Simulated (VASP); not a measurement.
An input for Quantum ESPRESSO's pw.x (written as the equivalent of a VASP run, and not itself run):

```
&CONTROL
  calculation = 'vc-relax'
  pseudo_dir = './pseudo'
  outdir = './out'
  tprnfor = .true.
  tstress = .true.
  nstep = 40
  forc_conv_thr = 0.00078
/
&SYSTEM
  ibrav = 0
  nat = 1
  ntyp = 1
  ecutwfc = 50
  occupations = 'smearing'
  smearing = 'methfessel-paxton'
  degauss = 0.00735
  input_dft = 'pbesol'
/
&ELECTRONS
  conv_thr = 7.3e-08
  electron_maxstep = 100
/
&IONS
/
&CELL
  press = 300
/
ATOMIC_SPECIES
  Cs 132.905 Cs.upf
CELL_PARAMETERS angstrom
    -1.8462259    1.8462259    1.8462259
     1.8462259   -1.8462259    1.8462259
     1.8462259    1.8462259   -1.8462259
ATOMIC_POSITIONS crystal
  Cs   0.0000000  0.0000000  0.0000000
K_POINTS automatic
  14 14 14 0 0 0
```

Write the VASP files for the same calculation (PBEsol).

This is not unique; one that fits is 
**KPOINTS**
```
Automatic mesh
0
Gamma
14 14 14
0 0 0
```

**INCAR**
```
SYSTEM  =  Cs
PREC  =  Accurate; ENCUT  =  500; LREAL  =  .False.
LASPH  =  .True.
EDIFF  =  1E-6; NELM  =  100; ALGO  =  Normal
LMAXMIX  =  4
ISMEAR  =  1; SIGMA  =  0.1
GGA  =  PS
IBRION  =  2; NSW  =  40; ISIF  =  3
EDIFFG  =  -0.02; PSTRESS  =  300
LWAVE  =  .False.; LCHARG  =  .False.
```

POSCAR:
```
Cs
1.0
 -1.8462258732   1.8462258732   1.8462258732
  1.8462258732  -1.8462258732   1.8462258732
  1.8462258732   1.8462258732  -1.8462258732
Cs
1
Cartesian
  0.0000000000   0.0000000000   0.0000000000
```

POTCAR, in this order: Cs_sv (PBE.64 set). Program: vasp_std.

The two are equivalent in intent, not identical: the potentials are each code's own (VASP's PAW set, PseudoDojo norm-conserving files in pw.x), so ENCUT and ecutwfc are chosen apart and not converted; conv_thr bounds pw.x's estimated SCF error, while EDIFF bounds the energy change between steps; forc_conv_thr acts on force components and is met together with etot_conv_thr.

The compound is Cs in the bcc structure. This run relaxes it under an external pressure of 30 GPa. Symmetry was kept, so distortions that lower it aren't found.
